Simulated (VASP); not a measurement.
```xyz
4
Lattice="1.5913 0.9187 6.0351 -1.5913 0.9187 6.0351 0.0000 -1.8375 6.0351" Properties=species:S:1:pos:R:3 pbc="T T T"
Pd     0.0000     0.0000     9.0526
Au     0.0000     0.0000     0.0000
O      0.0000     0.0000     2.0253
O      0.0000     0.0000    16.0798
```

Level of theory: PBEsol GGA, VASP's PBE PAW potentials (set 64) (plane waves; VASP). Run with 520 eV cut-off, 13×13×13 Γ-centred mesh, tetrahedra with Blöchl corrections, potentials Pd Au O.

The cores are frozen, which limits the accuracy of field gradients.

Give the principal components of the electric field gradient (V/Å²) and the asymmetry η at each nucleus.

```
atom    Vxx    Vyy     Vzz     η
----  -----  -----  ------  ----
Pd1   -13.2  -13.2    26.3  0.00
Au2   192.9  192.9  -385.8  0.00
O3     -9.0   -9.0    17.9  0.00
O4     -9.0   -9.0    17.9  0.00
```

The structure comes from a computed database's PdAuO2 entry (R-3m); how it stands against other phases isn't given here. It was relaxed first.
